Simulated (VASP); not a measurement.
Calculation: rev-vdW-DF2, VASP's PBE PAW potentials (set 64) (plane waves; VASP).

Input for VASP

### POSCAR
```
SrVO3
1
    3.9126740548     0.0000000000     0.0000000000
    0.0000000000     3.9126740548     0.0000000000
    0.0000000000     0.0000000000     3.9126740548
Sr V O
1 1 3
Direct
  0.0000000000   0.0000000000   0.0000000000
  0.5000000000   0.5000000000   0.5000000000
  0.5000000000   0.0000000000   0.5000000000
  0.0000000000   0.5000000000   0.5000000000
  0.5000000000   0.5000000000   0.0000000000
```

INCAR:
```
SYSTEM = SrVO3
PREC = Accurate; ENCUT = 520; LREAL = .FALSE.
LASPH = .TRUE.
EDIFF = 1E-7; NELM = 100; ALGO = Normal
LMAXMIX = 4
ISMEAR = 1; SIGMA = 0.1
GGA = MK; LUSE_VDW = .TRUE.; AGGAC = 0.0
PARAM1 = 0.1234568; PARAM2 = 0.7114; ZAB_VDW = -1.8867
ISIF = 2
LWAVE = .FALSE.; LCHARG = .FALSE.
```

### KPOINTS
```
Automatic mesh
0
Gamma
8 8 8
0 0 0
```

POTCAR, in this order: Sr_sv V_sv O (PBE.64 set). Program: vasp_std.

The run wrote:

### OSZICAR
```
       N       E                     dE             d eps       ncg     rms          rms(c)
DAV:   1     0.459013100967E+03    0.45901E+03   -0.24012E+04  1680   0.177E+03
DAV:   2    -0.142502002731E+02   -0.47326E+03   -0.46944E+03  2152   0.484E+02
DAV:   3    -0.409955675055E+02   -0.26745E+02   -0.26633E+02  1760   0.126E+02
DAV:   4    -0.418137937220E+02   -0.81823E+00   -0.81787E+00  2944   0.193E+01
DAV:   5    -0.418214477143E+02   -0.76540E-02   -0.76534E-02  2032   0.145E+00    0.352E+01
DAV:   6    -0.333430524139E+02    0.84784E+01   -0.10644E+02  2184   0.734E+01    0.200E+01
DAV:   7    -0.320382581140E+02    0.13048E+01   -0.43744E+01  2000   0.565E+01    0.167E+01
DAV:   8    -0.311439532266E+02    0.89430E+00   -0.33389E+00  1824   0.158E+01    0.593E+00
DAV:   9    -0.311157914320E+02    0.28162E-01   -0.12414E+00  2080   0.818E+00    0.257E+00
DAV:  10    -0.310787784669E+02    0.37013E-01   -0.57986E-01  1904   0.668E+00    0.111E+00
DAV:  11    -0.310684051121E+02    0.10373E-01   -0.70478E-02  1832   0.222E+00    0.230E-01
DAV:  12    -0.310685533910E+02   -0.14828E-03   -0.41636E-03  2112   0.461E-01    0.135E-01
DAV:  13    -0.310683965175E+02    0.15687E-03   -0.47432E-04  2096   0.144E-01    0.474E-02
DAV:  14    -0.310683652179E+02    0.31300E-04   -0.36981E-04  1848   0.106E-01    0.321E-02
DAV:  15    -0.310683627669E+02    0.24511E-05   -0.71949E-05  1936   0.756E-02    0.160E-02
DAV:  16    -0.310683614621E+02    0.13047E-05   -0.94145E-06  1904   0.268E-02    0.194E-03
DAV:  17    -0.310683614845E+02   -0.22362E-07   -0.41607E-07  1792   0.457E-03
   1 F= -.31068361E+02 E0= -.31067529E+02  d E =-.249864E-02
```

### OUTCAR
```
------------------------ aborting loop because EDIFF is reached ----------------------------------------
  FORCE on cell =-STRESS in cart. coord.  units (eV):
  Direction    XX          YY          ZZ          XY          YZ          ZX
  --------------------------------------------------------------------------------------
  Total       -3.6455350     -3.6455350     -3.6455350     -0.0000000     -0.0000000     -0.0000000
  in kB      -97.5103776    -97.5103776    -97.5103776     -0.0000000     -0.0000000     -0.0000000
  external PRESSURE =     -97.5103776 kB  Pullay stress =       0.0000000 kB
  volume of cell :       59.90
      direct lattice vectors                 reciprocal lattice vectors
     3.912674055  0.000000000  0.000000000     0.255579684  0.000000000  0.000000000
     0.000000000  3.912674055  0.000000000     0.000000000  0.255579684  0.000000000
     0.000000000  0.000000000  3.912674055     0.000000000  0.000000000  0.255579684
 POSITION                                       TOTAL-FORCE (eV/Angst)
 -----------------------------------------------------------------------------------
      0.00000      0.00000      0.00000         0.000000      0.000000      0.000000
      1.95634      1.95634      1.95634         0.000000      0.000000      0.000000
      1.95634      0.00000      1.95634         0.000000      0.000000      0.000000
      0.00000      1.95634      1.95634         0.000000      0.000000      0.000000
      1.95634      1.95634      0.00000         0.000000      0.000000      0.000000
 -----------------------------------------------------------------------------------
    total drift:                                0.000000      0.000000     -0.000000
  FREE ENERGIE OF THE ION-ELECTRON SYSTEM (eV)
  ---------------------------------------------------
  free  energy   TOTEN  =       -31.0683614845 eV

  energy  without entropy=      -31.0658628405  energy(sigma->0) =      -31.06752860
```
(Selected blocks of OUTCAR.)

The compound is SrVO3 in the cubic perovskite structure. This cell is one point of a volume scan, at 1.06 of the reference volume. The run is not spin-polarised, so no magnetic state was tried. The electron count is odd and the run is not spin-polarised, which forces a metal.
